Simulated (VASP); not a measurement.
All values below come from AM05 GGA, VASP's PBE PAW potentials (set 64) (plane waves; VASP).

A VASP calculation is set up with these files.

### INCAR
```
! general
SYSTEM  =  CaF2
PREC    =  Accurate
ENCUT   =  520
LREAL   =  .False.
LASPH   =  .True.

! electronic loop
EDIFF   =  1E-7
NELM    =  100
ALGO    =  Normal

! smearing
ISMEAR  =  0
SIGMA   =  0.05

! functional
GGA     =  AM

! ions
ISIF    =  2

! output
LWAVE   =  .False.
LCHARG  =  .False.
```

**POSCAR**
```
CaF2
3.9365240
  0.0000000000   0.7071068296   0.7071068296
  0.7071068296   0.0000000000   0.7071068296
  0.7071068296   0.7071068296   0.0000000000
Ca F
1 2
Cartesian
  0.0000000000   0.0000000000   0.0000000000
  0.3535534148   0.3535534148   0.3535534148
  1.0606602444   1.0606602444   1.0606602444
```

KPOINTS:
```
K-points
0
Gamma
 7 7 7
```

POTCAR, in this order: Ca_sv F (PBE.64 set). Program: vasp_std.

**Question.** Predict the energy per atom (σ→0), pressure.

**Answer.** 
The energy per atom (σ→0) is -5.792 eV/atom. The pressure is -4.31 GPa.

OSZICAR:
```
...
DAV:   9    -0.173740316880E+02   -0.66518E-02   -0.11421E-02   848   0.782E-01    0.162E-01
DAV:  10    -0.173751211316E+02   -0.10894E-02   -0.24754E-03   680   0.418E-01    0.206E-02
DAV:  11    -0.173751349887E+02   -0.13857E-04   -0.10684E-04   888   0.826E-02    0.869E-03
DAV:  12    -0.173751505936E+02   -0.15605E-04   -0.39226E-05   672   0.439E-02    0.504E-03
DAV:  13    -0.173751503749E+02    0.21876E-06   -0.46214E-06   912   0.172E-02    0.215E-03
DAV:  14    -0.173751501546E+02    0.22025E-06   -0.18767E-07   656   0.491E-03    0.552E-04
DAV:  15    -0.173751501148E+02    0.39809E-07   -0.31375E-08   680   0.167E-03
   1 F= -.17375150E+02 E0= -.17375150E+02  d E =-.140416E-14
```

The compound is CaF2 in the fluorite structure. This cell is one point of a volume scan, at 1.06 of the reference volume.
